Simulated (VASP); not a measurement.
OSZICAR of a VASP run on RuS₂ (space group Pa-3):

File OSZICAR:
```
       N       E                     dE             d eps       ncg     rms          rms(c)
DAV:   1     0.889330349554E+03    0.88933E+03   -0.50692E+04  1572   0.138E+03
DAV:   2    -0.591001421981E+01   -0.89524E+03   -0.86811E+03  1534   0.390E+02
DAV:   3    -0.714279779885E+02   -0.65518E+02   -0.64330E+02  1752   0.947E+01
DAV:   4    -0.733016072996E+02   -0.18736E+01   -0.18627E+01  1706   0.155E+01
DAV:   5    -0.733421726695E+02   -0.40565E-01   -0.40525E-01  1702   0.241E+00    0.367E+01
DAV:   6    -0.723983721228E+02    0.94380E+00   -0.13805E+01  1586   0.185E+01    0.166E+01
DAV:   7    -0.719926329299E+02    0.40574E+00   -0.69144E+00  1558   0.139E+01    0.132E+01
DAV:   8    -0.716703566315E+02    0.32228E+00   -0.12857E+00  1508   0.629E+00    0.883E-01
DAV:   9    -0.716682959067E+02    0.20607E-02   -0.11333E-01  1784   0.121E+00    0.417E-01
DAV:  10    -0.716687096755E+02   -0.41377E-03   -0.85383E-03  1580   0.450E-01    0.213E-01
DAV:  11    -0.716690209796E+02   -0.31130E-03   -0.13729E-03  1648   0.174E-01    0.720E-02
DAV:  12    -0.716690751375E+02   -0.54158E-04   -0.23998E-04  1548   0.728E-02    0.539E-02
DAV:  13    -0.716690792810E+02   -0.41435E-05   -0.19539E-05  1688   0.223E-02    0.300E-02
DAV:  14    -0.716690781777E+02    0.11033E-05   -0.57458E-06  1586   0.120E-02    0.852E-03
DAV:  15    -0.716690774319E+02    0.74579E-06   -0.80424E-07  1632   0.396E-03    0.367E-03
DAV:  16    -0.716690773123E+02    0.11965E-06   -0.10817E-07  1636   0.133E-03    0.174E-03
DAV:  17    -0.716690772525E+02    0.59810E-07   -0.21005E-08  1648   0.522E-04    0.923E-04
DAV:  18    -0.716690772925E+02   -0.39985E-07   -0.15283E-08  1708   0.627E-04    0.299E-04
DAV:  19    -0.716690773046E+02   -0.12154E-07   -0.86589E-10   920   0.151E-04    0.128E-04
DAV:  20    -0.716690773121E+02   -0.75161E-08   -0.18856E-10   874   0.559E-05    0.488E-05
DAV:  21    -0.716690773111E+02    0.10186E-08   -0.91705E-11   880   0.466E-05    0.181E-05
DAV:  22    -0.716690773110E+02    0.90949E-10   -0.12531E-11   868   0.189E-05
   1 F= -.71669077E+02 E0= -.71669077E+02  d E =-.716691E+02
       N       E                     dE             d eps       ncg     rms          rms(c)
DAV:   1    -0.724584911244E+02   -0.78941E+00   -0.15347E+01  1388   0.229E+01    0.871E+00
DAV:   2    -0.719265601089E+02    0.53193E+00   -0.59569E+00  1388   0.132E+01    0.363E+00
DAV:   3    -0.716827718465E+02    0.24379E+00   -0.82518E-01  1376   0.521E+00    0.111E+00
DAV:   4    -0.716688295726E+02    0.13942E-01   -0.19694E-01  1448   0.148E+00    0.704E-01
DAV:   5    -0.716673458301E+02    0.14837E-02   -0.11936E-02  1536   0.509E-01    0.456E-01
DAV:   6    -0.716679620742E+02   -0.61624E-03   -0.11106E-03  1610   0.135E-01    0.222E-01
DAV:   7    -0.716682839273E+02   -0.32185E-03   -0.57585E-04  1552   0.109E-01    0.769E-02
DAV:   8    -0.716682052834E+02    0.78644E-04   -0.15233E-04  1652   0.563E-02    0.344E-02
DAV:   9    -0.716682014220E+02    0.38613E-05   -0.27097E-05  1644   0.161E-02    0.160E-02
DAV:  10    -0.716682009885E+02    0.43353E-06   -0.89769E-07  1876   0.376E-03    0.680E-03
DAV:  11    -0.716681991622E+02    0.18263E-05   -0.95467E-07  1612   0.323E-03    0.160E-03
DAV:  12    -0.716681994101E+02   -0.24788E-06   -0.42441E-08  1652   0.892E-04    0.837E-04
DAV:  13    -0.716681994204E+02   -0.10257E-07   -0.63753E-09  1412   0.416E-04    0.221E-04
DAV:  14    -0.716681994466E+02   -0.26246E-07   -0.62434E-10   920   0.116E-04    0.694E-05
DAV:  15    -0.716681994493E+02   -0.26357E-08   -0.83105E-11   868   0.370E-05    0.332E-05
DAV:  16    -0.716681994467E+02    0.25739E-08   -0.41460E-11   880   0.168E-05    0.161E-05
DAV:  17    -0.716681994456E+02    0.10532E-08    0.22889E-12   850   0.848E-06    0.497E-06
DAV:  18    -0.716681994463E+02   -0.63483E-09    0.13125E-11   862   0.637E-06
   2 F= -.71668199E+02 E0= -.71668199E+02  d E =0.877865E-03
       N       E                     dE             d eps       ncg     rms          rms(c)
DAV:   1    -0.718862803715E+02   -0.21808E+00   -0.39329E+00  1382   0.117E+01    0.413E+00
DAV:   2    -0.717526995866E+02    0.13358E+00   -0.15630E+00  1390   0.698E+00    0.179E+00
DAV:   3    -0.716868815610E+02    0.65818E-01   -0.21234E-01  1390   0.257E+00    0.624E-01
DAV:   4    -0.716833619304E+02    0.35196E-02   -0.49201E-02  1418   0.718E-01    0.330E-01
DAV:   5    -0.716827101736E+02    0.65176E-03   -0.37697E-03  1538   0.282E-01    0.200E-01
DAV:   6    -0.716827938333E+02   -0.83660E-04   -0.29739E-04  1612   0.717E-02    0.109E-01
DAV:   7    -0.716828113231E+02   -0.17490E-04   -0.13528E-04  1636   0.514E-02    0.352E-02
DAV:   8    -0.716827950290E+02    0.16294E-04   -0.55288E-05  1616   0.319E-02    0.144E-02
DAV:   9    -0.716827959481E+02   -0.91915E-06   -0.68867E-06  1652   0.858E-03    0.646E-03
DAV:  10    -0.716827965213E+02   -0.57319E-06   -0.44206E-07  1842   0.275E-03    0.239E-03
DAV:  11    -0.716827968288E+02   -0.30748E-06   -0.14334E-07  1586   0.197E-03    0.708E-04
DAV:  12    -0.716827968433E+02   -0.14490E-07   -0.13182E-08  1586   0.565E-04    0.536E-04
DAV:  13    -0.716827968175E+02    0.25833E-07   -0.28479E-09  1168   0.292E-04    0.151E-04
DAV:  14    -0.716827968313E+02   -0.13881E-07   -0.31077E-10   870   0.811E-05    0.393E-05
DAV:  15    -0.716827968306E+02    0.77671E-09   -0.73899E-11   880   0.330E-05
   3 F= -.71682797E+02 E0= -.71682797E+02  d E =-.137195E-01
       N       E                     dE             d eps       ncg     rms          rms(c)
DAV:   1    -0.716842990312E+02   -0.15022E-02   -0.20268E-01  1372   0.160E+00    0.442E-01
DAV:   2    -0.716853788378E+02   -0.10798E-02   -0.18374E-02  1668   0.519E-01    0.247E-01
DAV:   3    -0.716852371554E+02    0.14168E-03   -0.74269E-04  1572   0.141E-01    0.164E-01
DAV:   4    -0.716852040788E+02    0.33077E-04   -0.16857E-04  1600   0.678E-02    0.940E-02
DAV:   5    -0.716851967589E+02    0.73199E-05   -0.93405E-05  1592   0.304E-02    0.180E-02
DAV:   6    -0.716851916302E+02    0.51287E-05   -0.21905E-05  1560   0.176E-02    0.189E-02
DAV:   7    -0.716851911146E+02    0.51553E-06   -0.17896E-06  1620   0.474E-03    0.106E-02
DAV:   8    -0.716851907956E+02    0.31902E-06   -0.68585E-07  1768   0.272E-03    0.377E-03
DAV:   9    -0.716851908014E+02   -0.57844E-08   -0.13391E-07  1560   0.132E-03    0.376E-03
DAV:  10    -0.716851909030E+02   -0.10157E-06   -0.74352E-09  1440   0.345E-04    0.164E-03
DAV:  11    -0.716851909238E+02   -0.20815E-07   -0.19179E-09  1048   0.161E-04    0.868E-04
DAV:  12    -0.716851909080E+02    0.15814E-07   -0.31900E-10   880   0.668E-05    0.517E-04
DAV:  13    -0.716851908999E+02    0.80290E-08   -0.37161E-10   856   0.590E-05    0.230E-04
DAV:  14    -0.716851908972E+02    0.27212E-08   -0.14230E-10   862   0.426E-05    0.628E-05
DAV:  15    -0.716851908934E+02    0.37817E-08   -0.61901E-11   844   0.274E-05    0.259E-05
DAV:  16    -0.716851908917E+02    0.17608E-08   -0.15310E-11   844   0.166E-05    0.265E-05
DAV:  17    -0.716851908918E+02   -0.10732E-09   -0.19212E-11   838   0.987E-06
   4 F= -.71685191E+02 E0= -.71685191E+02  d E =-.239406E-02
       N       E                     dE             d eps       ncg     rms          rms(c)
DAV:   1    -0.716852682289E+02   -0.77337E-04   -0.38776E-02  1372   0.700E-01    0.192E-01
DAV:   2    -0.716854737549E+02   -0.20553E-03   -0.34787E-03  1668   0.226E-01    0.105E-01
DAV:   3    -0.716854465941E+02    0.27161E-04   -0.14176E-04  1572   0.614E-02    0.687E-02
DAV:   4    -0.716854403788E+02    0.62153E-05   -0.32921E-05  1594   0.300E-02    0.389E-02
DAV:   5    -0.716854382957E+02    0.20831E-05   -0.16899E-05  1592   0.130E-02    0.777E-03
DAV:   6    -0.716854365820E+02    0.17137E-05   -0.38897E-06  1562   0.745E-03    0.787E-03
DAV:   7    -0.716854363273E+02    0.25468E-06   -0.32396E-07  1620   0.201E-03    0.449E-03
DAV:   8    -0.716854361900E+02    0.13725E-06   -0.10964E-07  1666   0.111E-03    0.156E-03
DAV:   9    -0.716854362105E+02   -0.20431E-07   -0.22462E-08  1462   0.522E-04    0.158E-03
DAV:  10    -0.716854362422E+02   -0.31721E-07   -0.10543E-09   960   0.139E-04    0.744E-04
DAV:  11    -0.716854362613E+02   -0.19074E-07   -0.37696E-10   862   0.813E-05    0.389E-04
DAV:  12    -0.716854362577E+02    0.35743E-08   -0.76960E-11   874   0.290E-05    0.289E-04
DAV:  13    -0.716854362539E+02    0.37435E-08   -0.61981E-11   856   0.270E-05    0.116E-04
DAV:  14    -0.716854362498E+02    0.41582E-08   -0.64538E-11   838   0.239E-05    0.333E-05
DAV:  15    -0.716854362488E+02    0.10241E-08   -0.12258E-11   838   0.138E-05    0.674E-06
DAV:  16    -0.716854362485E+02    0.26739E-09   -0.75349E-12   838   0.693E-06
   5 F= -.71685436E+02 E0= -.71685436E+02  d E =-.263942E-02
```

Task: Which electronic solver shows in the log?

Result: It is blocked Davidson (ALGO = Normal, or the opening steps of other solvers). The INCAR had ALGO = Normal.

Task: Can the final energy be trusted as converged?

Result: The calculation finished and met its thresholds. It stopped with EDIFF = 1E-09, NELM = 100, NSW = 50 and EDIFFG = -0.005 after 5 ionic steps (revPBE GGA, plane waves, VASP's PBE PAW potentials (set 64)).

The structure comes from a computed database's RuS2 entry; how it stands against other phases isn't given here. This run relaxes it. Symmetry was kept, so distortions that lower it aren't found. The run is one of a series of settings (EDIFF = 1E-09, EDIFFG = -0.005, ENCUT = 420, IBRION = 2, ISIF = 3, NSW = 50, KPOINTS 6×6×6 Γ-centred mesh shifted by (0.5, 0.5, 0.5) against the base run), some of them coarse on purpose.
